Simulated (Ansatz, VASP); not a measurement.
# TiTeS in two plane-wave programs, part 2 of 2

Wanted: the spread between two codes on one cell, functional and k mesh. The cell is taken from a series of runs on this material, whose earlier steps may have relaxed, scaled, displaced or heated it; both programs get it as it stands.

VASP 6.6.1 and Ansatz 0.2.0.

So far: Starting point; VASP: zone-centre phonons, PBEsol.

## (3) Ansatz: zone-centre phonons, PBEsol

Level of this step: Ansatz beside VASP: Kohn-Sham DFT, plane waves, PBEsol (Ansatz).

Ansatz runs on its PAW soft_1 files.

The same cell, functional, mesh and smearing now go to Ansatz, which takes its cutoff from its data sets.

Contents of input.yaml:

```yaml
crystal:
  lattice:
    - [3.5910281631, 0.0, 0.0]
    - [-1.7955140815, 3.0489427598, 0.0]
    - [0.0, 0.0, 30.0]
  atoms:
    - { symbol: Ti, position: [-0.0006714622, -0.0013429245, 0.3396819258] }
    - { symbol: S, position: [0.3353333702, 0.6706667404, 0.3799486782] }
    - { symbol: Te, position: [0.665338092, 0.330676184, 0.2770360629] }
  periodic: [true, true, false]
kpoints:
  mp_grid: { grid: [15, 15, 1] }
hamiltonian:
  xc: pbesol
  pseudopotentials: { kind: paw, azcp: { folder: soft_1 }, xc_functional: pbe }
scf:
  occupations: { method: methfessel_paxton, width: 0.2 }
output:
  eigenvalues: true
phonons:
  method: dfpt
```

Run with:

```bash
$ ansatz run input.yaml --threads 4 --pin off --max-ram 16384MiB --backend cpu --events-out ev --progress --plain --runs-dir out
```

Numbers of over 12 decimals in the logs are rounded to 6 here.

The log of the run:

```text
zone centre: on kpoints.mp_grid the ground state, and the responses unless they are solved on pairs of k-points, stand on 64 of the mesh's 225 k-points, reduced under 2 symmetry operations, with k and −k counted as one. Each operation leaves every solved displacement unchanged or reverses it
Engine: ansatz 0.2.0, aarch64-unknown-linux-gnu
Pseudopotentials: kind: paw
Pseudopotential: Ti, paw, valence charge 12, recommended cutoff 420 eV (normal), soft_1/Ti.paw.azcp
Pseudopotential: S, paw, valence charge 6, recommended cutoff 420 eV (normal), soft_1/S.paw.azcp
Pseudopotential: Te, paw, valence charge 16, recommended cutoff 420 eV (normal), soft_1/Te.paw.azcp
Functional definition: PBEsol
  exchange = pbesol_x
  correlation = pbesol_c
Crystal: 3 atoms, lattice volume = 328.465 Å³
Basis set: ecut = 420 eV, 6341 PW (Γ), exchange–correlation on 60×60×432 points (8 copies of the dense FFT grid, shifted against one another)
Bands: 21, of which v1, the nominal top of the filled ones, is band 17 counted from 1 (16 counted from 0)
Symmetry: 2 space group operations
k-points: 64 of 225 (time reversal used)
Non-local potential: Ti, projectors of the file, l = 0: 3, l = 1: 2, l = 2: 3, l = 3: 1
Non-local potential: S, projectors of the file, l = 0: 2, l = 1: 2, l = 2: 1
Non-local potential: Te, projectors of the file, l = 0: 2, l = 1: 2, l = 2: 2, l = 3: 1
PAW form: soft (Blöchl's): semilocal exchange-correlation on the pseudo side does not see the compensation charge
PAW frozen core: Ti, regenerated for the run's functional, and the local potential with it (the file was generated under x = pbe(κ = 0.804, μ = 0.219515), c = pbe(β = 0.066725))
PAW frozen core: S, regenerated for the run's functional, and the local potential with it (the file was generated under x = pbe(κ = 0.804, μ = 0.219515), c = pbe(β = 0.066725))
PAW frozen core: Te, regenerated for the run's functional, and the local potential with it (the file was generated under x = pbe(κ = 0.804, μ = 0.219515), c = pbe(β = 0.066725))
PAW one-centre angular grid: Ti, 590 points (default); XC on 64 Gauss nodes
PAW one-centre angular grid: S, 110 points (default); XC on 64 Gauss nodes
PAW one-centre angular grid: Te, 590 points (default); XC on 64 Gauss nodes
Initial density: superposition of atomic densities (neutral atoms: chi_scale 0, normalization atom)
Initial wavefunctions: pseudopotential atomic-orbital guess
Functional: x = pbesol(κ = 0.804, μ = 0.123457), c = pbesol(β = 0.046)
SCF iter   1: F=—  HF=-10264.138403 eV  |F-HF|=—  |Δ(HF+E_count)|=         —  Δρ=1.95e-2  dr2=2.95e0  ethr=3.10e-3  ⟨swp⟩=14.9  Hψ=11531  notcnv=0
preconditioner: auto → LDOS  [metal: Δε(μ)=0.034 eV  Ē_g=7.025 eV  σ=0.200 eV  W_gap=0.14  n_scr=16 (ndim 8)  ℏωp=8.2 eV  f_vac=0.755  D(μ)=1.31/eV (n_scr^D=8)  β→1.0]
SCF iter   2: F=—  HF=-10264.828057 eV  |F-HF|=—  |Δ(HF+E_count)|=   6.90e-1  S|Δr|=    0.00e0  Δρ=1.98e-2  dr2=1.07e1  ethr=3.10e-3  ⟨swp⟩=4.8  Hψ=4186  notcnv=0  recentre
SCF iter   3: F=—  HF=-10263.566292 eV  |F-HF|=—  |Δ(HF+E_count)|=    1.26e0  S|Δr|=    0.00e0  Δρ=6.18e-3  dr2=8.49e-1  ethr=3.10e-3  ⟨swp⟩=4.5  Hψ=3995  notcnv=0
SCF iter   4: F=—  HF=-10263.491510 eV  |F-HF|=—  |Δ(HF+E_count)|=   7.48e-2  S|Δr|=    0.00e0  Δρ=2.77e-3  dr2=3.34e-2  ethr=2.50e-3  ⟨swp⟩=1.9  Hψ=2114  notcnv=0
SCF iter   5: F=—  HF=-10263.489957 eV  |F-HF|=—  |Δ(HF+E_count)|=   1.55e-3  S|Δr|=    0.00e0  Δρ=7.60e-4  dr2=4.82e-3  ethr=9.81e-5  ⟨swp⟩=3.4  Hψ=2985  notcnv=0
SCF iter   6: F=—  HF=-10263.489016 eV  |F-HF|=—  |Δ(HF+E_count)|=   9.40e-4  S|Δr|=    0.00e0  Δρ=2.71e-4  dr2=2.76e-4  ethr=1.42e-5  ⟨swp⟩=3.3  Hψ=2786  notcnv=0
SCF iter   7: F=—  HF=-10263.489115 eV  |F-HF|=—  |Δ(HF+E_count)|=   9.84e-5  S|Δr|=    0.00e0  Δρ=1.33e-4  dr2=8.31e-5  ethr=8.11e-7  ⟨swp⟩=3.0  Hψ=2884  notcnv=0
SCF iter   8: F=—  HF=-10263.489100 eV  |F-HF|=—  |Δ(HF+E_count)|=   1.52e-5  S|Δr|=    0.00e0  Δρ=5.94e-5  dr2=1.73e-5  ethr=2.45e-7  ⟨swp⟩=2.7  Hψ=2590  notcnv=0
SCF iter   9: F=—  HF=-10263.489105 eV  |F-HF|=—  |Δ(HF+E_count)|=   5.27e-6  S|Δr|=    0.00e0  Δρ=1.28e-5  dr2=1.61e-6  ethr=5.10e-8  ⟨swp⟩=2.6  Hψ=2652  notcnv=0
SCF iter  10: F=—  HF=-10263.489166 eV  |F-HF|=—  |Δ(HF+E_count)|=   6.09e-5  S|Δr|=    0.00e0  Δρ=1.62e-6  dr2=2.85e-8  ethr=4.74e-9  ⟨swp⟩=3.3  Hψ=2775  notcnv=0
SCF iter  11: F=—  HF=-10263.489166 eV  |F-HF|=—  |Δ(HF+E_count)|=   1.94e-8  S|Δr|=    0.00e0  Δρ=3.72e-7  dr2=5.00e-10  ethr=8.40e-11  ⟨swp⟩=3.5  Hψ=2821  notcnv=0
SCF iter  12: F=—  HF=-10263.489166 eV  |F-HF|=—  |Δ(HF+E_count)|=   3.99e-9  S|Δr|=    0.00e0  Δρ=1.10e-7  dr2=1.18e-10  ethr=1.47e-12  ⟨swp⟩=3.9  Hψ=3403  notcnv=0
SCF iter  13: F=—  HF=-10263.489166 eV  |F-HF|=—  |Δ(HF+E_count)|=  3.91e-10  S|Δr|=    0.00e0  Δρ=3.37e-8  dr2=2.33e-11  ethr=1.00e-12  ⟨swp⟩=2.4  Hψ=1762  notcnv=0
SCF iter  14: F=-10263.489166 eV  HF=-10263.489166 eV  |F-HF|=2.91e-11  |Δ(HF+E_count)|=  1.40e-10  S|Δr|=    0.00e0  Δρ=1.60e-8  dr2=8.96e-13  ethr=1.00e-12  ⟨swp⟩=13.5  Hψ=9808  notcnv=0
SCF 1 converged in 14 iterations: F = -10263.489166 eV  dr2 = 8.96e-13
  greatest PAW one-centre occupation: 0.998 electrons in one spin orbital (limit 2), on the Ti atom at site 0 (counted from 0), in its partial waves of l = 0
DFPT response loops at Γ: preconditioner auto → none (partly filled bands, converged f_vac=0.763); β = 0.50; Broyden in place of MSR1
SCF converged after 14 iterations
Stability not checked: this state was not tested for a lower state beside it, because cold or Methfessel-Paxton smearing, or corrected tetrahedra, fill the levels in a way that the test cannot read (fill_not_monotonic; see scf.lower_state_search)
Free energy (F): -10263.489166 eV
Harris-Foulkes:  -10263.489166 eV  (|F-HF|=2.91e-11)
Internal energy: -10263.492466 eV  (E = F + TS)
E sigma→0 (E₀):  -10263.489991 eV
Entropy (-TS):   0.003300 eV (1.100 meV/atom)
Fermi energy:    -4.883735 eV
Step filling:    the computed levels leave a gap of 0.0040 eV = 0.0 smearing widths at the electron count; against every level under it full and every level over it empty, smearing changes F+E_penalty+E_count by +0.171 meV and its σ→0 estimate by -0.654 meV
--- Per-component energies (eV) ---
  E_band       = -934.508593
  E_kinetic    = 558.416487
  E_local      = -59847.786842  (includes V_loc(G=0)·N_el)
  E_nonlocal   = 164.688018
  E_hartree    = 29549.374063
  E_xc         = -325.071159
  E_vxc        = -329.797346  (∫ρ·V_xc dr)
  E_paw        = -6202.772357  (= ΣΔE_a)
  E_vpaw       = -578.777009  (= ΣTr[D̂ρ^β])
  E_aug_tail   = 0.000007  (compensation charges beyond the density's cutoff)
  E_ewald      = 25839.083171
  E_core_change = 0.576145  (= ΣΔE_core)
  E_smearing   = 0.003300  (= −TS)
  E_closure    = 0.000000  (closes the sum)
  Σ components = -10263.489166   (vs F -10263.489166, Δ=0.00e0)
--- Band table (eV; the first three rows and the last of 64) ---
  k-point 0: bands = [... 13 lower, -8.0011, -7.0311, -4.7359, -4.6529, -3.9843, -3.8382, -3.8329, -1.3703]
  k-point 1: bands = [... 13 lower, -8.1069, -6.8989, -4.8962, -4.8922, -4.2054, -3.8548, -3.5393, -1.6323]
  k-point 2: bands = [... 13 lower, -8.0860, -6.6869, -5.6464, -5.1903, -4.3891, -3.6635, -3.4458, -2.1355]
  k-point 63: bands = [... 13 lower, -8.3592, -8.1736, -7.1280, -6.7888, -4.4969, -3.7472, -3.6870, -2.5052]
--- Phonons (Γ-DFPT): 9 representative perturbations + reference, on 64 of 225 k-points (Σ response iterations 43) ---
  k mesh reduced under 2 symmetry operations, with k and −k counted as one. Each operation leaves every solved displacement unchanged or reverses it
  ASR residual: 4.888e-5 → 0.000e0 eV/Å²; symmetrization residual: 3.077e-5 eV/Å²
  ASR residual per site (eV/Å²): 3.98e-5 3.53e-5 4.89e-5
  Γ frequencies (cm⁻¹): 0.00 0.00 0.00 118.06 118.77 203.76 258.00 260.32 359.24
  non-analytic LO–TO correction: not included (Born effective charges unavailable; polar crystals: no LO–TO splitting at Γ)
```

The column dr2 measures how far the density is from self-consistency, as an energy; F and HF (Harris–Foulkes) agree once it is small.

## (4) Comparison

Known differences besides the potentials themselves: Ansatz cuts the interaction across the vacuum, VASP repeats the sheet without a dipole correction; the data sets hold 34 valence electrons in Ansatz (on its PAW soft_1 files) and 24 in VASP; the cutoff is 420 eV in Ansatz and 500 eV in VASP; Ansatz makes its cores anew for this functional, VASP keeps those of its PBE data sets. Total energies have different zeros and are not compared.

Compared:

```csv
quantity,Ansatz,VASP,difference
optical mode 1 (cm⁻¹),118.1,118.9,-0.71 %
optical mode 2 (cm⁻¹),118.8,121.6,-2.31 %
optical mode 3 (cm⁻¹),203.8,203.8,-0.03 %
optical mode 4 (cm⁻¹),258.0,258.6,-0.23 %
optical mode 5 (cm⁻¹),260.3,266.9,-2.46 %
optical mode 6 (cm⁻¹),359.2,359.7,-0.13 %
```

Modes are paired by rising frequency, not by their patterns, so a pair may set unlike modes beside each other; they are those without the splitting of longitudinal modes. Where the cell holds vacuum, a pressure given here is an average over it and none of the material.

## (5) Results

```json
{
  "r.m.s. difference of the optical zone-centre modes, each program's sorted by frequency (zone-centre phonons, PBEsol)": "2.9 cm⁻¹",
  "difference in optical mode 5 (zone-centre phonons, PBEsol)": "-2.5 %"
}
```

What this shows: The r.m.s. difference of the optical zone-centre modes, each program's sorted by frequency is 2.9 cm⁻¹ (zone-centre phonons, PBEsol). The data sets hold unlike numbers of valence electrons (34 in Ansatz and 24 in VASP), so part of the differences may come from the potentials. Among the rows given in per cent, the largest difference of the zone-centre phonons, PBEsol pair is in optical mode 5, -2.5 %. How closely two codes agree says nothing of how well the functional describes the real material.

[Lines on the potential files, build, host, timing and source positions are cut from VASP's logs without a mark.]

[Logs are printed without paths, hosts, clocks, repeated set-up lines and the standing remarks that a program may print on its own settings, such as how far it seeks lower states.]

[Hosts, paths, dates, database ids (printed as entryN), source tags and the programs' standing remarks are cut or masked in the printed files.]
